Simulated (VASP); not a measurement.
Write the native input for VASP 6.6.1 that does the following.

```
Task                   : single point
Functional             : PBEsol
Potentials or basis    : VASP PAW PBE potentials, release 64 (Pb_d)
Cutoff                 : 520 eV
k mesh                 : 12 × 12 × 1
Occupations            : methfessel-paxton, width 0.1 eV
Spin                   : no spin polarisation
Dipole correction      : yes
Further INCAR settings : ALGO = Normal; EDIFF = 1e-06; NBANDS = 43
```

The structure of Pb lies in POSCAR:

```
Pb
1.0
    3.4891052700      0.0000000000      0.0000000000
   -1.7445526400      3.0216538000      0.0000000000
    0.0000000000      0.0000000000     26.3953701100
Pb
5
Direct
    0.6666666700      0.3333333300      0.2841407400
    0.3333333300      0.6666666700      0.3920703700
    0.0000000000      0.0000000000      0.5000000000
    0.6666666700      0.3333333300      0.6079296300
    0.3333333300      0.6666666700      0.7158592600
```

The input as run:

INCAR

```
PREC = Accurate ; ENCUT = 520
EDIFF = 1E-6 ; ISMEAR = 1
SIGMA = 0.1 ; LREAL = F
LASPH = T ; NELM = 80
ALGO = Normal ; ISIF = 2
LWAVE = F ; LCHARG = F
LDIPOL = T ; IDIPOL = 3
DIPOL = 0.5 0.5 0.500 ; GGA = PS
NBANDS = 43 ; LVHAR = T
LVACPOTAV = T ; ICORELEVEL = 1
KPAR = 2
```

KPOINTS

```
regular mesh
0
Gamma
  12 12 1
```

Potentials or basis: VASP PAW PBE potentials, release 64 (Pb_d).

Command:

```sh
$ cat potpaw_PBE.64/Pb_d/POTCAR > POTCAR
$ mpirun -np 2 vasp_std > vasp.out
```

It gave:

The largest force is 0.208 eV/Å and the band gap on the k mesh is none (metal or under the smearing width). The work function of the upper face is 3.74 eV and the work function of the lower face is 3.74 eV.

Caveat: the PAW data sets were made with another functional, which shifts forces and pressure a little.

Wall time 110 s on 2 MPI ranks on AMD EPYC 9R45 96-Core Processor (Zen 5), with other jobs on the host, peak memory 0.45 GiB a rank.
